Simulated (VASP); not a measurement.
Wanted: the native input for a VASP 6.6.1 run.

```yaml
Task: vibrations by finite differences
Functional: PBE
Potentials_or_basis: VASP PAW PBE potentials, release 64 (Al)
Cutoff: 520 eV
k_mesh: 10 × 10 × 10
Occupations: gaussian, width 0.1 eV
Spin: no spin polarisation
Ions_in_elastic_constants: relaxed
Further_INCAR_settings: ALGO = Fast; EDIFF = 1e-08; NBANDS = 8; IBRION = 6; POTIM = 0.015; NSW = 1; ISIF = 3
```

The structure of Al lies in POSCAR:

```
Al                                      
1.0
    0.0000000000      2.0187342045      2.0187342045
    2.0187342045      0.0000000000      2.0187342045
    2.0187342045      2.0187342045      0.0000000000
  Al            
     1
Direct
     0.0000000000000000    0.0000000000000000    0.0000000000000000
```

These files were run (other wordings do the same):

INCAR

```
PREC     = Accurate       # precision mode
ENCUT    = 520            # plane-wave cutoff, eV
EDIFF    = 1E-8           # SCF threshold, eV
ISMEAR   = 0              # smearing method
SIGMA    = 0.1            # smearing width, eV
LREAL    = False          # projectors in reciprocal space
LASPH    = True           # aspherical terms in the spheres
NELM     = 60             # most SCF steps
ALGO     = Fast           # electronic algorithm
ISIF     = 3              # what is computed and relaxed
LWAVE    = False          # write WAVECAR
LCHARG   = False          # write CHGCAR
GGA      = PE             # functional
NBANDS   = 8              # bands
IBRION   = 6              # ionic algorithm
NFREE    = 2            
POTIM    = 0.015          # step
NSW      = 1              # ionic steps
```

KPOINTS

```
Automatic mesh
0
Gamma
  10 10 10
```

Potentials or basis: VASP PAW PBE potentials, release 64 (Al).

The run is started by

```bash
$ cat potpaw_PBE.64/Al/POTCAR > POTCAR
$ mpirun -np 1 vasp_std > vasp.out
```

Results of the run:

```json
{
  "Elastic constants C11, C12, C44": "-1, 111, -42 GPa",
  "Voigt bulk modulus": "74 GPa"
}
```

Caveat: the elastic tensor has a negative eigenvalue, so either the cell is unstable as it stands or the mesh is too thin.

Wall time 2.6 min on 1 thread of AMD EPYC 9R14 (Zen 4), on a shared host, peak memory 0.16 GiB.
